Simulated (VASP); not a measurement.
The input files of a VASP run:

File POSCAR:
```
Ge
1
   -0.0000000000     2.5980202302     2.5980202302
    2.5980202302     0.0000000000     2.5980202302
    2.5980202302     2.5980202302    -0.0000000000
Ge
2
Direct
  0.0000000000   0.0000000000   0.0000000000
  0.2500000000   0.2500000000   0.2500000000
```

INCAR:
```
! general
SYSTEM  = Ge
PREC    = Accurate
ENCUT   = 500
LREAL   = .False.
LASPH   = .True.

! electronic loop
EDIFF   = 1E-6
NELM    = 100
ALGO    = Normal
LMAXMIX = 4

! smearing
ISMEAR  = 0
SIGMA   = 0.05

! ions
IBRION  = 2
NSW     = 40
ISIF    = 3
EDIFFG  = -0.02
PSTRESS = 450

! output
LWAVE   = .False.
LCHARG  = .False.
```

**KPOINTS**
```
Automatic mesh
0
Gamma
9 9 9
0 0 0
```

POTCAR, in this order: Ge_d (LDA.64 set). Program: vasp_std.

Question: Translate this LDA calculation to Quantum ESPRESSO's pw.x.

Answer: One equivalent input (not run):
```
&CONTROL
  calculation = 'vc-relax'
  pseudo_dir = './pseudo'
  outdir = './out'
  tprnfor = .true.
  tstress = .true.
  nstep = 40
  forc_conv_thr = 0.00078
/
&SYSTEM
  ibrav = 0
  nat = 2
  ntyp = 1
  ecutwfc = 78
  occupations = 'smearing'
  smearing = 'gaussian'
  degauss = 0.003675
  input_dft = 'pz'
/
&ELECTRONS
  conv_thr = 7.3e-08
  electron_maxstep = 100
/
&IONS
/
&CELL
  press = 450
/
ATOMIC_SPECIES
  Ge 72.630 Ge.upf
CELL_PARAMETERS angstrom
    -0.0000000    2.5980202    2.5980202
     2.5980202    0.0000000    2.5980202
     2.5980202    2.5980202   -0.0000000
ATOMIC_POSITIONS crystal
  Ge   0.0000000  0.0000000  0.0000000
  Ge   0.2500000  0.2500000  0.2500000
K_POINTS automatic
  9 9 9 0 0 0
```
The two are equivalent in intent, not identical: the potentials are each code's own (VASP's PAW set, PseudoDojo norm-conserving files in pw.x), so ENCUT and ecutwfc are chosen apart and not converted; conv_thr bounds pw.x's estimated SCF error, while EDIFF bounds the energy change between steps; forc_conv_thr acts on force components and is met together with etot_conv_thr.

The compound is Ge in the diamond structure. This run relaxes it under an external pressure of 45 GPa. Symmetry was kept, so distortions that lower it aren't found.
